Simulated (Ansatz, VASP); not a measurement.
# GaSb: VASP beside Ansatz, part 2 of 2

One calculation is typed for both programs; each brings its own data sets. How far apart do they land? The cell is taken from a series of runs on this material, whose earlier steps may have relaxed, scaled, displaced or heated it; both programs get it as it stands.

VASP 6.6.1 and Ansatz 0.2.0.

So far: Starting point; Ansatz: zone-centre phonons, PBEsol.

## (3) VASP: zone-centre phonons, PBEsol

Level of this step: PBEsol; plane waves and PAW (Ga_d, Sb) (VASP).

The same cell, functional, mesh and smearing now go to VASP, with its own data sets.

Lines of VASP's logs that name or quote its potential files are left out, and so is its time.

The input, INCAR:

```
SYSTEM = GaSb
PREC = Accurate
ENCUT = 500
EDIFF = 1E-08
NELM = 120
ISMEAR = 1
SIGMA = 0.2
LREAL = .FALSE.
ALGO = Normal
GGA = PS
NBANDS = 15
LORBIT = 11
LWAVE = .FALSE.
LCHARG = .FALSE.
ISIF = 2
IBRION = 8
LASPH = .TRUE.
GGA_COMPAT = .FALSE.
KPAR = 2
```

The input, POSCAR:

```
GaSb
1.0
    0.0157270439      3.0705989653      3.0422361227
    3.0705989653      0.0157270439      3.0422361227
    3.0863260092      3.0863260092      0.0000000000
Ga Sb
1 1
Direct
    0.9992373316      0.9992373316      0.0007626684
    0.7507626684      0.7507626684      0.7492373316
```

The input, KPOINTS:

```
Automatic mesh
0
Gamma
12 12 12
0 0 0
```

Potentials, in the order of the species: Ga_d and Sb (PBE family, release 64).

Command:

```console
$ mpirun -np 2 vasp_std
```

Numbers of over 12 decimals in the logs are rounded to 6 here.

Output:

```text
[banner, memory and clock lines left out]
running    2 mpi-ranks, on    1 nodes
 distrk:  each k-point on    1 cores,    2 groups
 distr:  one band on    1 cores,    1 groups

 POSCAR found type information on POSCAR GaSb
 POSCAR found :  2 types and       2 ions
|                                                                             |
|               ----> ADVICE to this user running VASP <----                  |
|                                                                             |
|     You enforced a specific xc type in the INCAR file but a different       |
|     [... a line on the potential file left out ...]
|     I HOPE YOU KNOW WHAT YOU ARE DOING!                                     |
|                                                                             |

 LDA part: xc-table for (Slater+PW92), standard interpolation
 POSCAR, INCAR and KPOINTS ok, starting setup
 FFT: planning ... GRIDC
 FFT: planning ... GRID_SOFT
 FFT: planning ... GRID
 WAVECAR not read
 entering main loop
       N       E                     dE             d eps       ncg     rms          rms(c)
DAV:   1     0.796630137139E+02    0.79663E+02   -0.84868E+03  8503   0.143E+03
DAV:   2    -0.212391918599E+01   -0.81787E+02   -0.79016E+02  9618   0.299E+02
DAV:   3    -0.814477513677E+01   -0.60209E+01   -0.60035E+01 10101   0.671E+01
DAV:   4    -0.824992684742E+01   -0.10515E+00   -0.10513E+00 10277   0.994E+00
DAV:   5    -0.825251609962E+01   -0.25893E-02   -0.25892E-02 10949   0.137E+00    0.312E+00
DAV:   6    -0.817892859820E+01    0.73588E-01   -0.87513E-02 11027   0.522E+00    0.182E+00
DAV:   7    -0.815321877343E+01    0.25710E-01   -0.44309E-02 10564   0.197E+00    0.362E-01
DAV:   8    -0.815324568889E+01   -0.26915E-04   -0.49009E-03 11024   0.880E-01    0.991E-02
DAV:   9    -0.815352632447E+01   -0.28064E-03   -0.44799E-04  9611   0.174E-01    0.364E-02
DAV:  10    -0.815352143788E+01    0.48866E-05   -0.20114E-05 11148   0.398E-02    0.976E-03
DAV:  11    -0.815353110595E+01   -0.96681E-05   -0.12291E-05  9590   0.249E-02    0.443E-03
DAV:  12    -0.815353124592E+01   -0.13996E-06   -0.48851E-07 11144   0.702E-03    0.709E-04
DAV:  13    -0.815353123196E+01    0.13955E-07   -0.41593E-08  9711   0.137E-03    0.466E-04
DAV:  14    -0.815353127631E+01   -0.44352E-07   -0.41555E-09  8813   0.826E-04    0.356E-05
DAV:  15    -0.815353128123E+01   -0.49195E-08   -0.61692E-10  5852   0.318E-04
   1 F= -.81535313E+01 E0= -.81536728E+01  d E =0.424632E-03
 Linear response reoptimize wavefunctions to high precision
DAV:   1    -0.815353127734E+01    0.38958E-08   -0.15182E-10  6524   0.156E-04
DAV:   2    -0.815353127736E+01   -0.20918E-10   -0.42901E-11  5327   0.665E-05
 Linear response DOF=           4
 Linear response progress:
  Degree of freedom:   1/  4
       N       E                     dE             d eps       ncg     rms          rms(c)
RMM:   1    -0.165962020045E+00   -0.16596E+00    0.65966E-02 32482   0.801E+00
RMM:   2    -0.164788409433E+00    0.11736E-02   -0.26633E-02 49222   0.134E+00    0.387E-02
RMM:   3    -0.164948205271E+00   -0.15980E-03   -0.35519E-03 51141   0.418E-01    0.262E-02
RMM:   4    -0.164810076828E+00    0.13813E-03   -0.14708E-03 55619   0.191E-01    0.123E-02
RMM:   5    -0.164795573083E+00    0.14504E-04   -0.77894E-05 53933   0.518E-02    0.435E-03
RMM:   6    -0.164802615552E+00   -0.70425E-05   -0.13184E-05 54426   0.215E-02    0.413E-04
RMM:   7    -0.164799972232E+00    0.26433E-05   -0.38780E-06 53218   0.929E-03    0.475E-04
RMM:   8    -0.164802385877E+00   -0.24136E-05    0.19260E-06 53797   0.432E-03    0.145E-04
RMM:   9    -0.164804310425E+00   -0.19245E-05   -0.71394E-07 53945   0.201E-03    0.511E-05
RMM:  10    -0.164804837921E+00   -0.52750E-06   -0.18692E-07 54378   0.992E-04    0.182E-05
RMM:  11    -0.164804735458E+00    0.10246E-06    0.35875E-07 53794   0.497E-04    0.144E-05
RMM:  12    -0.164804899875E+00   -0.16442E-06    0.25419E-07 54727   0.259E-04    0.295E-06
RMM:  13    -0.164804919310E+00   -0.19435E-07    0.93027E-08 53976   0.139E-04    0.344E-06
RMM:  14    -0.164804953336E+00   -0.34026E-07    0.31529E-08 54201   0.826E-05    0.925E-07
RMM:  15    -0.164804962334E+00   -0.89975E-08    0.98252E-09 53231   0.539E-05    0.513E-07
 first order change of Fermi-energy  -0.20705E-03
 force on displaced ion       1 direction 1 :  -7.764   0.081   0.000
 Linear response progress:
  Degree of freedom:   2/  4
       N       E                     dE             d eps       ncg     rms          rms(c)
RMM:   1    -0.165899900155E+00   -0.16590E+00    0.68889E-02 10458   0.801E+00
RMM:   2    -0.164807196294E+00    0.10927E-02   -0.26986E-02 15719   0.133E+00    0.388E-02
RMM:   3    -0.164870153467E+00   -0.62957E-04   -0.34582E-03 16337   0.419E-01    0.260E-02
RMM:   4    -0.164737458594E+00    0.13269E-03   -0.14781E-03 17691   0.195E-01    0.123E-02
RMM:   5    -0.164738159115E+00   -0.70052E-06   -0.73309E-05 17257   0.518E-02    0.451E-03
RMM:   6    -0.164746558873E+00   -0.83998E-05   -0.17254E-05 17364   0.216E-02    0.424E-04
RMM:   7    -0.164740898237E+00    0.56606E-05   -0.42177E-07 16965   0.941E-03    0.567E-04
RMM:   8    -0.164744178032E+00   -0.32798E-05   -0.43475E-06 17208   0.437E-03    0.197E-04
RMM:   9    -0.164745723453E+00   -0.15454E-05   -0.24325E-06 17082   0.204E-03    0.732E-05
RMM:  10    -0.164746471413E+00   -0.74796E-06   -0.14055E-06 17074   0.104E-03    0.298E-05
RMM:  11    -0.164746559914E+00   -0.88501E-07   -0.90036E-07 17654   0.519E-04    0.716E-06
RMM:  12    -0.164746477270E+00    0.82645E-07   -0.61949E-07 17221   0.263E-04    0.131E-05
RMM:  13    -0.164746550789E+00   -0.73519E-07   -0.39155E-07 17097   0.144E-04    0.462E-06
RMM:  14    -0.164746557201E+00   -0.64121E-08   -0.24995E-07 17705   0.852E-05    0.380E-06
RMM:  15    -0.164746565185E+00   -0.79838E-08   -0.16332E-07 17185   0.546E-05    0.164E-06
RMM:  16    -0.164746572058E+00   -0.68728E-08   -0.10260E-07 17255   0.400E-05    0.506E-07
RMM:  17    -0.164746571042E+00    0.10160E-08   -0.62672E-08 14063   0.321E-05    0.398E-07
 first order change of Fermi-energy  -0.79624E+00
 force on displaced ion       1 direction 3 :  -0.000  -0.000  -7.758
 Linear response progress:
  Degree of freedom:   3/  4
       N       E                     dE             d eps       ncg     rms          rms(c)
RMM:   1    -0.284465172848E-01   -0.28447E-01    0.57064E-03 52523   0.135E+00
RMM:   2    -0.256978695336E-01    0.27486E-02   -0.35045E-03 47875   0.376E-01    0.658E-02
RMM:   3    -0.256454567457E-01    0.52413E-04   -0.19761E-04 52759   0.101E-01    0.358E-02
RMM:   4    -0.256963597238E-01   -0.50903E-04   -0.38960E-05 52706   0.435E-02    0.436E-03
RMM:   5    -0.257066706523E-01   -0.10311E-04   -0.56891E-06 54987   0.151E-02    0.277E-03
RMM:   6    -0.256998594806E-01    0.68112E-05   -0.84966E-07 51810   0.505E-03    0.646E-04
RMM:   7    -0.256989345127E-01    0.92497E-06   -0.56217E-08 54923   0.158E-03    0.253E-04
RMM:   8    -0.256983013137E-01    0.63320E-06   -0.13506E-08 51906   0.559E-04    0.642E-05
RMM:   9    -0.256982778538E-01    0.23460E-07    0.10752E-09 53957   0.211E-04    0.201E-05
RMM:  10    -0.256983017142E-01   -0.23860E-07    0.12499E-09 52331   0.860E-05    0.461E-06
RMM:  11    -0.256982956289E-01    0.60853E-08    0.65312E-10 53154   0.339E-05    0.436E-06
 first order change of Fermi-energy  -0.12584E-03
 force on displaced ion       2 direction 1 :  -7.787   0.089  -0.000
 Linear response progress:
  Degree of freedom:   4/  4
       N       E                     dE             d eps       ncg     rms          rms(c)
RMM:   1    -0.282534524038E-01   -0.28253E-01    0.67628E-03 16666   0.135E+00
RMM:   2    -0.256812785303E-01    0.25722E-02   -0.34602E-03 15403   0.370E-01    0.651E-02
RMM:   3    -0.256197898556E-01    0.61489E-04   -0.20006E-04 16851   0.998E-02    0.356E-02
RMM:   4    -0.256651494536E-01   -0.45360E-04   -0.41541E-05 16892   0.432E-02    0.437E-03
RMM:   5    -0.256750847513E-01   -0.99353E-05   -0.57315E-06 17667   0.149E-02    0.276E-03
RMM:   6    -0.256689722749E-01    0.61125E-05   -0.61497E-07 16784   0.490E-03    0.760E-04
RMM:   7    -0.256677303787E-01    0.12419E-05   -0.27212E-08 17415   0.154E-03    0.260E-04
RMM:   8    -0.256669988559E-01    0.73152E-06   -0.15158E-08 16853   0.562E-04    0.683E-05
RMM:   9    -0.256669420819E-01    0.56774E-07   -0.11342E-10 16863   0.208E-04    0.228E-05
RMM:  10    -0.256669650628E-01   -0.22981E-07   -0.55528E-10 16839   0.843E-05    0.361E-06
RMM:  11    -0.256669644124E-01    0.65042E-09   -0.33392E-10 17313   0.337E-05    0.341E-06
 first order change of Fermi-energy   0.79642E+00
 force on displaced ion       2 direction 3 :   0.000   0.000  -7.789
 Linear response finished
```

From OUTCAR (step 3):

```text
ion  position               nearest neighbor table
   1  0.999  0.999  0.001-   2 2.65   2 2.65   2 2.65   2 2.65
   2  0.751  0.751  0.749-   1 2.65   1 2.65   1 2.65   1 2.65

  LATTYP: Found a body centered orthorhombic cell.
 ALAT       =     4.3202413026
 B/A-ratio  =     1.0102963688
 C/A-ratio  =     1.4083639823

 Subroutine GETGRP returns: Found  4 space group operations
 (whereof  4 operations were pure point group operations)

The static configuration has the point symmetry C_2v.

 Found    280 irreducible k-points:

   k-points           NKPTS =    280   k-points in BZ     NKDIM =    280   number of bands    NBANDS=     15

   dimension x,y,z NGX =    32 NGY =   32 NGZ =   32
   dimension x,y,z NGXF=    64 NGYF=   64 NGZF=   64

   ENCUT  =  500.0 eV  36.75 Ry    6.06 a.u.   7.88  7.88  7.96*2*pi/ulx,y,z

   NELECT =      18.0000    total number of electrons

 k-points in reciprocal lattice and weights: Automatic mesh
   0.00000000  0.00000000  0.00000000       0.001
   0.08333333  0.00000000  0.00000000       0.002
   0.16666667  0.00000000  0.00000000       0.002
   0.25000000  0.00000000  0.00000000       0.002
   0.33333333 -0.00000000  0.00000000       0.002
   0.41666667 -0.00000000  0.00000000       0.002
   0.50000000  0.00000000  0.00000000       0.001
   0.08333333  0.08333333  0.00000000       0.001
   0.16666667  0.08333333  0.00000000       0.002
[...]
0.25000000  0.25000000  0.50000000       0.001
  -0.25000000  0.25000000  0.50000000       0.001

 average (electrostatic) potential at core
       1 -65.5650       2 -87.5117

  Total       -0.1125593     -0.1125593      0.0284590     -0.1413879      0.0000000      0.0000000
  in kB       -3.1436497     -3.1436497      0.7948258     -3.9488005      0.0000000      0.0000000
  external PRESSURE =      -1.8308245 kB  Pullay stress =       0.0000000 kB

  energy-cutoff  :      500.00
  volume of cell :       57.37
      direct lattice vectors                 reciprocal lattice vectors
     0.015727044  3.070598965  3.042236123    -0.163672983  0.163672983  0.164352792
     3.070598965  0.015727044  3.042236123     0.163672983 -0.163672983  0.164352792
     3.086326009  3.086326009  0.000000000     0.162004921  0.162004921 -0.164352792

 POSITION                                       TOTAL-FORCE (eV/Angst)
 -----------------------------------------------------------------------------------
      3.08633      3.08633      6.07983         0.000000      0.000000     -0.000323
      4.62949      4.62949      4.56799        -0.000000     -0.000000      0.000323
 -----------------------------------------------------------------------------------
    total drift:                               -0.000002     -0.000002      0.000084

 Eigenvectors and eigenvalues of the dynamical matrix
 ----------------------------------------------------

   1 f  =    6.580884 THz    41.348914 2PiTHz  219.514662 cm-1    27.216337 meV
             X         Y         Z           dx          dy          dz
      3.086326  3.086326  6.079832     0.563431   -0.563431    0.000000
      4.629489  4.629489  4.567995    -0.427253    0.427253    0.000000

   2 f  =    6.544474 THz    41.120145 2PiTHz  218.300165 cm-1    27.065759 meV
             X         Y         Z           dx          dy          dz
      3.086326  3.086326  6.079832    -0.000000   -0.000000    0.796824
      4.629489  4.629489  4.567995     0.000000    0.000000   -0.604211

   3 f  =    6.510290 THz    40.905356 2PiTHz  217.159884 cm-1    26.924382 meV
             X         Y         Z           dx          dy          dz
      3.086326  3.086326  6.079832    -0.563647   -0.563647   -0.000000
      4.629489  4.629489  4.567995     0.426968    0.426968    0.000000

   4 f/i=    0.003135 THz     0.019700 2PiTHz    0.104585 cm-1     0.012967 meV
             X         Y         Z           dx          dy          dz
      3.086326  3.086326  6.079832    -0.426968   -0.426968    0.000000
      4.629489  4.629489  4.567995    -0.563647   -0.563647    0.000000

   5 f/i=    0.006332 THz     0.039786 2PiTHz    0.211220 cm-1     0.026188 meV
             X         Y         Z           dx          dy          dz
      3.086326  3.086326  6.079832     0.000000    0.000000   -0.604211
      4.629489  4.629489  4.567995    -0.000000    0.000000   -0.796824

   6 f/i=    0.006498 THz     0.040830 2PiTHz    0.216758 cm-1     0.026875 meV
             X         Y         Z           dx          dy          dz
      3.086326  3.086326  6.079832    -0.427253    0.427253   -0.000000
      4.629489  4.629489  4.567995    -0.563431    0.563431    0.000000

 ELASTIC MODULI CONTR FROM IONIC RELAXATION (kBar)
 Direction    XX          YY          ZZ          XY          YZ          ZX
 --------------------------------------------------------------------------------
 XX          -0.0985     -0.0985     -0.1140      3.9945     -0.0000      0.0000
 YY          -0.0985     -0.0985     -0.1140      3.9945      0.0000     -0.0000
 ZZ          -0.1140     -0.1140     -0.1319      4.6238     -0.0000     -0.0000
 XY           3.9945      3.9945      4.6238   -162.0411      0.0000      0.0000
 YZ          -0.0000      0.0000     -0.0000      0.0000   -166.4206      8.0723
 ZX           0.0000     -0.0000     -0.0000      0.0000      8.0723   -152.7966
 --------------------------------------------------------------------------------
```

## (4) Side by side

Known differences besides the potentials themselves: the data sets hold 28 valence electrons in Ansatz (on its PAW soft_1 files) and 18 in VASP; the cutoff is 420 eV in Ansatz and 500 eV in VASP; Ansatz makes its cores anew for this functional, VASP keeps those of its PBE data sets. Total energies have different zeros and are not compared.

Compared:

| quantity | Ansatz | VASP | difference |
| --- | --- | --- | --- |
| optical mode 1 (cm⁻¹) | 215.9 | 217.2 | -0.57 % |
| optical mode 2 (cm⁻¹) | 217.3 | 218.3 | -0.46 % |
| optical mode 3 (cm⁻¹) | 217.4 | 219.5 | -0.95 % |

Modes are paired by rising frequency, not by their patterns, so a pair may set unlike modes beside each other; they are those without the splitting of longitudinal modes.

## (5) Results

```
r.m.s. difference of the optical zone-centre modes, each program's sorted by frequency (zone-centre phonons, PBEsol) : 1.5 cm⁻¹
difference in optical mode 3 (zone-centre phonons, PBEsol)                                                           : -0.9 %
```

In words: The r.m.s. difference of the optical zone-centre modes, each program's sorted by frequency is 1.5 cm⁻¹ (zone-centre phonons, PBEsol). The data sets hold unlike numbers of valence electrons (28 in Ansatz and 18 in VASP), so part of the differences comes from the potentials. Among the rows given in per cent, the largest difference of the zone-centre phonons, PBEsol pair is in optical mode 3, -0.9 %. Such differences can come from data sets, numerical settings and the points named under the comparisons, not from the functional's error against experiment.

[Lines on the potential files, build, host, timing and source positions are cut from VASP's logs without a mark.]

[Logs are printed without paths, hosts, clocks, repeated set-up lines and the standing remarks that a program may print on its own settings, such as how far it seeks lower states.]

[Hosts, paths, dates, database ids (printed as entryN), source tags and the programs' standing remarks are cut or masked in the printed files.]
